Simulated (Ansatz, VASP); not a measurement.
# AlN in two plane-wave programs, part 2 of 2

Aim: how closely do two programs agree when they are given the same cell, functional and k mesh? The cell is taken from a series of runs on this material, whose earlier steps may have relaxed, scaled, displaced or heated it; both programs get it as it stands.

VASP 6.6.1 and Ansatz 0.2.0.

So far: The structure; VASP: dielectric response, LDA.

## 3. Ansatz: dielectric response, LDA

Level of this step: Ansatz beside VASP: Kohn-Sham DFT, plane waves, LDA (Ansatz).

Ansatz runs on its default PAW (the set named soft_2) files.

The same cell, functional (in two slightly different forms) and mesh now go to Ansatz, which takes its cutoff from its data sets.

Input file input.yaml:

```yaml
crystal:
  lattice:
    - [3.113, 0.0, 0.0]
    - [-1.5565, 2.695937082, 0.0]
    - [0.0, 0.0, 4.981]
  atoms:
    - { symbol: Al, position: [0.3333333333, 0.6666666667, 0.0] }
    - { symbol: Al, position: [0.6666666667, 0.3333333333, 0.5] }
    - { symbol: "N", position: [0.3333333333, 0.6666666667, 0.38] }
    - { symbol: "N", position: [0.6666666667, 0.3333333333, 0.88] }
kpoints:
  mp_grid: { grid: [9, 9, 4] }
hamiltonian:
  xc: lda
scf:
  occupations: { method: fixed }
dielectric: {}
```

On the command line:

```
$ ansatz run input.yaml --threads 1 --pin off --max-ram 1382MiB --backend cpu --events-out ev --progress --plain --runs-dir out
```

Numbers of over 12 decimals in the logs are rounded to 6 here.

Log:

```text
Engine: ansatz 0.2.0, aarch64-unknown-linux-gnu
Pseudopotentials: kind: paw
Pseudopotential: Al, paw, valence charge 3, recommended cutoff 420 eV (normal), Al.paw.azcp
Pseudopotential: N, paw, valence charge 5, recommended cutoff 420 eV (normal), N.paw.azcp
Functional definition: SPW92
  exchange = slater_x
  correlation = pw_c
Crystal: 4 atoms, lattice volume = 41.803 Å³
Basis set: ecut = 420 eV, 809 PW (Γ), exchange–correlation on 48×48×72 points (8 copies of the dense FFT grid, shifted against one another)
Bands: 12, of which v1, the nominal top of the filled ones, is band 8 counted from 1 (7 counted from 0)
Symmetry: 12 space group operations
k-points: 95 of 324 (irreducible under 2 space group operations, time reversal used)
Non-local potential: Al, projectors of the file, l = 0: 2, l = 1: 2, l = 2: 1
Non-local potential: N, projectors of the file, l = 0: 2, l = 1: 2, l = 2: 1
PAW form: soft (Blöchl's): semilocal exchange-correlation on the pseudo side does not see the compensation charge
PAW frozen core: Al, regenerated for the run's functional, and the local potential with it (the file was generated under x = pbe(κ = 0.804, μ = 0.219515), c = pbe(β = 0.066725))
PAW frozen core: N, regenerated for the run's functional, and the local potential with it (the file was generated under x = pbe(κ = 0.804, μ = 0.219515), c = pbe(β = 0.066725))
PAW one-centre angular grid: Al, 110 points (default); XC on 64 Gauss nodes
PAW one-centre angular grid: N, 110 points (default); XC on 64 Gauss nodes
Initial density: superposition of atomic densities (neutral atoms: chi_scale 0, normalization atom), corrected by the library's trained network
Initial wavefunctions: pseudopotential atomic-orbital guess
Functional: x = slater, c = lda
SCF iter   1: F=—  HF=-1779.711716 eV  |F-HF|=—  |Δ(HF+E_count)|=         —  Δρ=9.31e-3  dr2=4.17e-2  ethr=1.77e-3  ⟨swp⟩=5.0  Hψ=6355  notcnv=0  defer=180
preconditioner: auto → none  [insulator: Δε(μ)=4.162 eV  Ē_g=12.892 eV  n_scr=2 (ndim 8)  ℏωp=23.0 eV  f_vac=0.000  ε∞_Penn≈4.2]
SCF iter   2: F=—  HF=-1779.701002 eV  |F-HF|=—  |Δ(HF+E_count)|=   1.07e-2  Δρ=5.08e-3  dr2=6.18e-3  ethr=2.61e-4  ⟨swp⟩=2.6  Hψ=2716  notcnv=0  defer=190
SCF iter   3: F=—  HF=-1779.699004 eV  |F-HF|=—  |Δ(HF+E_count)|=   2.00e-3  Δρ=1.48e-3  dr2=3.90e-4  ethr=3.86e-5  ⟨swp⟩=2.1  Hψ=1903  notcnv=0  defer=190
SCF iter   4: F=—  HF=-1779.698818 eV  |F-HF|=—  |Δ(HF+E_count)|=   1.86e-4  Δρ=1.18e-4  dr2=2.29e-6  ethr=2.44e-6  ⟨swp⟩=2.6  Hψ=1967  notcnv=0  defer=190
SCF iter   5: F=—  HF=-1779.698818 eV  |F-HF|=—  |Δ(HF+E_count)|=   2.28e-7  Δρ=6.88e-6  dr2=7.53e-9  ethr=1.43e-8  ⟨swp⟩=2.1  Hψ=1900  notcnv=0  defer=2
SCF iter   6: F=—  HF=-1779.698818 eV  |F-HF|=—  |Δ(HF+E_count)|=   5.65e-7  Δρ=7.76e-7  dr2=1.33e-10  ethr=4.71e-11  ⟨swp⟩=2.0  Hψ=1856  notcnv=0
SCF iter   7: F=-1779.698818 eV  HF=-1779.698818 eV  |F-HF|=1.82e-12  |Δ(HF+E_count)|=  2.46e-11  Δρ=1.22e-7  dr2=4.08e-12  ethr=1.00e-12  ⟨swp⟩=2.8  Hψ=3555  notcnv=0
SCF 1 converged in 7 iterations: F = -1779.698818 eV  dr2 = 4.08e-12
  greatest PAW one-centre occupation: 0.780 electrons in one spin orbital (limit 2), on the N atom at site 3 (counted from 0), in its partial waves of l = 0
NSCF: frozen V_eff on 4 k-points
DFPT response loops at Γ: preconditioner auto → none (the input reference at scf.mixing.eps_inf says where Resta's filter doesn't serve); β = 0.50; Broyden in place of MSR1
── the response to a field inside a basis, on 10×10×4 k-points: an SCF that follows is theirs, and a resumed run solves both again ──
Bands: 9, of which v1, the nominal top of the filled ones, is band 8 counted from 1 (7 counted from 0)
k-points: 60 of 400 (irreducible under 4 space group operations, time reversal used)
Initial density: handed on by an earlier stage of this run
Initial wavefunctions: pseudopotential atomic-orbital guess (no wavefunctions were taken with the density)
Eigensolver: Dense (60 Hₖ)
SCF iter   1: F=—  HF=-1779.705587 eV  |F-HF|=—  |Δ(HF+E_count)|=         —  Δρ=6.20e-4  dr2=2.36e-5  ethr=1.00e-1
preconditioner: auto → none  [insulator: Δε(μ)=4.843 eV  Ē_g=11.040 eV  n_scr=2 (ndim 8)  ℏωp=23.0 eV  f_vac=0.000  ε∞_Penn≈5.3]
SCF iter   2: F=—  HF=-1779.705587 eV  |F-HF|=—  |Δ(HF+E_count)|=   1.82e-8  Δρ=2.94e-4  dr2=6.80e-6  ethr=1.48e-7
SCF iter   3: F=—  HF=-1779.705588 eV  |F-HF|=—  |Δ(HF+E_count)|=   1.14e-6  Δρ=1.15e-4  dr2=1.61e-6  ethr=4.25e-8
SCF iter   4: F=-1779.705588 eV  HF=-1779.705588 eV  |F-HF|=6.41e-10  |Δ(HF+E_count)|=   2.06e-7  Δρ=8.19e-6  dr2=7.73e-9  ethr=1.01e-8
SCF 1 converged in 4 iterations: F = -1779.705588 eV  dr2 = 7.73e-9
DFPT response loops at Γ: mixed as the last ones told, above
SCF converged after 7 iterations
Free energy (F): -1779.698818 eV
Harris-Foulkes:  -1779.698818 eV  (|F-HF|=1.82e-12)
Internal energy: -1779.698818 eV  (E = F + TS)
E sigma→0 (E₀):  -1779.698818 eV
Fermi energy:    6.822086 eV
--- Per-component energies (eV) ---
  E_band       = 26.247894
  E_kinetic    = 317.466483
  E_local      = -449.498926  (includes V_loc(G=0)·N_el)
  E_nonlocal   = 114.807146
  E_hartree    = 153.837591
  E_xc         = -201.051880
  E_vxc        = -215.004672  (∫ρ·V_xc dr)
  E_paw        = -1123.867663  (= ΣΔE_a)
  E_vpaw       = -49.197511  (= ΣTr[D̂ρ^β])
  E_aug_tail   = 0.000181  (compensation charges beyond the density's cutoff)
  E_ewald      = -591.663270
  E_core_change = 0.271521  (= ΣΔE_core)
  E_smearing   = -0.000000  (= −TS)
  E_closure    = 0.000000  (closes the sum)
  Σ components = -1779.698818   (vs F -1779.698818, Δ=0.00e0)
--- Band table (eV; the first three rows and the last of 95) ---
  k-point 0: bands = [... 4 lower, 5.9892, 6.6438, 6.6438, 6.8221, 11.0611, 13.3785, 17.2992, 17.7988]
  k-point 1: bands = [... 4 lower, 6.0803, 6.0803, 6.5429, 6.5429, 11.9913, 13.5106, 16.9639, 17.7703]
  k-point 2: bands = [... 4 lower, 6.3066, 6.3066, 6.3066, 6.3066, 13.2437, 13.2437, 16.9974, 16.9974]
  k-point 94: bands = [... 4 lower, 4.2774, 4.2774, 5.7497, 5.7497, 13.3025, 13.3025, 16.0424, 16.0424]
--- Dielectric response (ions clamped): 3 representative field directions + reference, inside a basis on a mesh of 400 k-points (Σ response iterations 12) ---
  ε∞ (high-frequency dielectric tensor):
        4.447325    -0.000000     0.000000
       -0.000000     4.447325     0.000000
        0.000000     0.000000     4.642546
  Born effective charges Z* (e; rows j = field, columns β = displacement):
    site 0:
         2.53072   -0.00000    0.00000
        -0.00000    2.53072    0.00000
         0.00000    0.00000    2.68320
    site 1:
         2.53072   -0.00000    0.00000
        -0.00000    2.53072   -0.00000
         0.00000   -0.00000    2.68320
    site 2:
        -2.53072    0.00000   -0.00000
         0.00000   -2.53072   -0.00000
        -0.00000   -0.00000   -2.68320
    site 3:
        -2.53072    0.00000   -0.00000
         0.00000   -2.53072    0.00000
        -0.00000   -0.00000   -2.68320
  Z* charge neutrality: 9.365e-4 e pre-enforcement
  solved inside a basis spanned on kpoints, on 10×10×4 k-points, its susceptibility summed on 12×12×6: ε∞ is read to err by 1.5e-2, Z* by 1.1e-2 e (field_mesh: kpoints solves on kpoints); Z* is corrected for what the basis lacks
```

The column dr2 measures how far the density is from self-consistency, as an energy; F and HF (Harris–Foulkes) agree once it is small.

## 4. Differences

Known differences besides the potentials themselves: the two LDA forms differ slightly; fixed occupations in Ansatz, narrow Gaussian smearing in VASP; VASP's response is taken on the typed mesh, Ansatz refines its own for the field response alone; the cutoff is 420 eV in Ansatz and 520 eV in VASP; VASP's log shows a relativistic correction to its local exchange, Ansatz's none. Total energies have different zeros and are not compared.

The two programs side by side:

```
quantity  Ansatz  VASP  difference
   ε∞ xx    4.45  4.45     -0.03 %
   ε∞ yy    4.45  4.45     -0.03 %
   ε∞ zz    4.64  4.64     +0.01 %
```

## 5. Summary of results

```
difference in ε∞ xx (dielectric response, LDA) : -0.033 %
```

What this shows: The difference in ε∞ xx is -0.033 % (dielectric response, LDA), within the 5 % picked in this series as the mark of a large difference. Such differences can come from data sets, numerical settings and the points named under the comparisons, not from the functional's error against experiment.

[Lines on the potential files, build, host, timing and source positions are cut from VASP's logs without a mark.]

[Logs are printed without paths, hosts, clocks, repeated set-up lines and the standing remarks that a program may print on its own settings, such as how far it seeks lower states.]

[Hosts, paths, dates, database ids (printed as entryN), source tags and the programs' standing remarks are cut or masked in the printed files.]
